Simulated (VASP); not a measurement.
All values below come from optB88-vdW, VASP's PBE PAW potentials (set 64) (plane waves; VASP).

VASP ran on this input.

### POSCAR
```
MoTe2
1.0
  3.5726186644   0.0000000000   0.0000000000
 -1.7863093322   3.0939780814   0.0000000000
  0.0000000000   0.0000000000  14.2819043237
Te Mo
4 2
Cartesian
  1.7863111185   1.0313249958   5.3838131569
 -0.0000017863   2.0626530856  12.5247653187
 -0.0000017863   2.0626530856   8.8980911668
  1.7863111185   1.0313249958   1.7571390050
  1.7863111185   1.0313249958  10.7114282428
 -0.0000017863   2.0626530856   3.5704760809
```

### KPOINTS
```
Automatic mesh
0
gamma
  7 7 2
0 0 0
```

### INCAR
```
# general
SYSTEM   = MoTe2
PREC     = Accurate
ENCUT    = 480   # plane-wave cut-off (eV)
LREAL    = F   # projection in real space or not
LASPH    = T   # aspherical one-centre terms

# electronic loop
EDIFF    = 1E-6
NELM     = 100
ALGO     = Normal   # blocked Davidson
LMAXMIX  = 4   # l cut-off of mixed one-centre charges

# smearing
ISMEAR   = 0   # Gaussian
SIGMA    = 0.05

# functional
GGA      = BO
LUSE_VDW = T
AGGAC    = 0.0
PARAM1   = 0.1833333333
PARAM2   = 0.22

# ions
IBRION   = 2   # conjugate gradients
NSW      = 60   # most ionic steps
ISIF     = 3   # ions, shape and volume
EDIFFG   = -0.02   # ionic stop

# output
LWAVE    = F
LCHARG   = F
```

POTCAR, in this order: Te Mo_sv (PBE.64 set). Program: vasp_std.

The run wrote:

OSZICAR:
```
       N       E                     dE             d eps       ncg     rms          rms(c)
DAV:   1     0.393078261564E+03    0.39308E+03   -0.26340E+04  1176   0.140E+03
DAV:   2    -0.203409792732E+01   -0.39511E+03   -0.38769E+03  1311   0.330E+02
DAV:   3    -0.224975327743E+02   -0.20463E+02   -0.20286E+02  1213   0.650E+01
DAV:   4    -0.230765605724E+02   -0.57903E+00   -0.57653E+00  1289   0.106E+01
DAV:   5    -0.230955377765E+02   -0.18977E-01   -0.18972E-01  1307   0.194E+00    0.194E+01
DAV:   6    -0.224889683576E+02    0.60657E+00   -0.11083E+01  1089   0.155E+01    0.905E+00
DAV:   7    -0.223061375340E+02    0.18283E+00   -0.10544E+01  1110   0.132E+01    0.640E+00
DAV:   8    -0.218883761897E+02    0.41776E+00   -0.15812E+00  1266   0.580E+00    0.291E+00
DAV:   9    -0.218778116762E+02    0.10565E-01   -0.34184E-01  1314   0.252E+00    0.961E-01
DAV:  10    -0.218736311111E+02    0.41806E-02   -0.36486E-02  1315   0.954E-01    0.262E-01
DAV:  11    -0.218739745611E+02   -0.34345E-03   -0.16066E-03  1182   0.234E-01    0.147E-01
DAV:  12    -0.218739144822E+02    0.60079E-04   -0.15921E-04  1139   0.724E-02    0.799E-02
DAV:  13    -0.218739059691E+02    0.85131E-05   -0.70660E-05  1281   0.437E-02    0.344E-02
DAV:  14    -0.218739065376E+02   -0.56842E-06   -0.22157E-06   896   0.756E-03
   1 F= -.21873907E+02 E0= -.21873907E+02  d E =-.218739E+02
```

File OUTCAR:
```
------------------------ aborting loop because EDIFF is reached ----------------------------------------
  FORCE on cell =-STRESS in cart. coord.  units (eV):
  Direction    XX          YY          ZZ          XY          YZ          ZX
  --------------------------------------------------------------------------------------
  Total       -0.0272674     -0.0272673     -0.0341839      0.0000000     -0.0000000      0.0000000
  in kB       -0.2767347     -0.2767346     -0.3469300      0.0000000     -0.0000000      0.0000000
  external PRESSURE =      -0.3001331 kB  Pullay stress =       0.0000000 kB
  volume of cell :      157.87
      direct lattice vectors                 reciprocal lattice vectors
     3.572618664  0.000000000  0.000000000     0.279906728  0.161604248  0.000000000
    -1.786309332  3.093978081  0.000000000     0.000000000  0.323208495  0.000000000
     0.000000000  0.000000000 14.281904324     0.000000000  0.000000000  0.070018674
 POSITION                                       TOTAL-FORCE (eV/Angst)
 -----------------------------------------------------------------------------------
      1.78631      1.03132      5.38381        -0.000000     -0.000000      0.014358
     -0.00000      2.06265     12.52477         0.000000     -0.000000      0.014358
     -0.00000      2.06265      8.89809         0.000000      0.000000     -0.014358
      1.78631      1.03132      1.75714        -0.000000     -0.000000     -0.014358
      1.78631      1.03132     10.71143        -0.000000      0.000000      0.000000
     -0.00000      2.06265      3.57048         0.000000     -0.000000      0.000000
 -----------------------------------------------------------------------------------
    total drift:                               -0.001575      0.000594     -0.000026
  FREE ENERGIE OF THE ION-ELECTRON SYSTEM (eV)
  ---------------------------------------------------
  free  energy   TOTEN  =       -21.8739065376 eV

  energy  without entropy=      -21.8739065376  energy(sigma->0) =      -21.87390654

 reached required accuracy - stopping structural energy minimisation
```
(Selected blocks of OUTCAR.)

The compound is MoTe2 in the 2H layered structure. It was relaxed first, which changed the volume by +5 %. The start is the result of an earlier pass.
